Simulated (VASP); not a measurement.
A VASP calculation is set up with these files.

INCAR:
```
! general
SYSTEM   =  Zr
PREC     =  Accurate
ENCUT    =  480
LREAL    =  .False.
LASPH    =  .True.

! electronic loop
EDIFF    =  1E-6
NELM     =  100
ALGO     =  Normal
LMAXMIX  =  4

! smearing
ISMEAR   =  1
SIGMA    =  0.1

! functional
GGA      =  PS

! ions
IBRION   =  2
NSW      =  60
ISIF     =  3
EDIFFG   =  -0.01

! output
LWAVE    =  .False.
LCHARG   =  .False.
```

### POSCAR
```
Zr
1.0
  3.1805887609   0.0000000000   0.0000000000
 -1.5902943804   2.7544706142   0.0000000000
  0.0000000000   0.0000000000   5.1289442486
Zr
2
Cartesian
  1.5902959708   0.9181559532   3.8467081864
 -0.0000015903   1.8363146610   1.2822360621
```

KPOINTS:
```
K-points
0
G
12 12 7
```

POTCAR, in this order: Zr_sv (PBE.64 set). Program: vasp_std.

**Question.** Translate this PBEsol calculation to Ansatz.

**Answer.** One equivalent input (not run):
Ansatz 0.2 input:
```yaml
crystal:
  lattice:
    - [3.1805888, 0.0000000, 0.0000000]
    - [-1.5902944, 2.7544706, 0.0000000]
    - [0.0000000, 0.0000000, 5.1289442]
  atoms:
    - { symbol: Zr, position: [0.6666670, 0.3333330, 0.7500000] }
    - { symbol: Zr, position: [0.3333330, 0.6666670, 0.2500000] }
kpoints:
  mp_grid: { grid: [12, 12, 7] }
hamiltonian:
  xc: pbesol
  pseudopotentials: { kind: paw }
scf:
  occupations: { method: methfessel_paxton, width: 0.1 }
  max_iter: 100
relax:
  max_steps: 60
  f_tol: 0.01
  cell: {}
output: { forces: true, stress: true, eigenvalues: true }
```
The two are equivalent in intent, not identical: each code has its own PAW files, so the cut-off isn't converted (ENCUT is set for VASP's; basis.ecutwfc is left out, and Ansatz then takes the one that its files recommend); Ansatz stops its SCF on the density residual and VASP on the energy change (EDIFF).

The compound is Zr in the hcp structure. This run relaxes it. Symmetry was kept, so distortions that lower it aren't found. The start is the result of an earlier pass.
